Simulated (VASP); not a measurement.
MgO (rock salt), at 1.04 of the tabulated volume:

```
MgO
1.0
    0.00000     2.13270     2.13270
    2.13270     0.00000     2.13270
    2.13270     2.13270     0.00000
Mg O
1 1
Direct
  0.00000   0.00000   0.00000
  0.50000   0.50000   0.50000
```

The lowest empty band near Γ, direction [100], from PBE with spin-orbit coupling in VASP (PAW); its two spin partners are averaged. The gap over the points computed is 4.36 eV, and the next band on that side lies 11.22 eV away at the edge.

Numerical set-up: 520 eV cut-off, 12×12×12 Γ-centred mesh, Gaussian smearing of 0.050 eV, potentials Mg O.

```csv
distance from the edge in k (1/Å),distance in energy (meV)
0.018,3.7
0.025,7.1
0.035,14.0
0.050,28.4
0.070,55.4
```

Question: Fit E(1 + αE) = ħ²k²/2m* (ħ²/2m0 = 3.810 eV Å²) and predict the row at 0.095 1/Å.

Answer: The rows don't resolve α, so a parabola serves: the electron mass is m* = 0.336 m0, and so 102.2 meV. The run gave 101.1 meV, -1.1 meV from the fit.

Left out are points under 3 meV from the edge, since the levels carry 0.1 meV, and points farther than half the way to the next band.

The compound is MgO in the rock salt structure. The cell was not relaxed at this level.
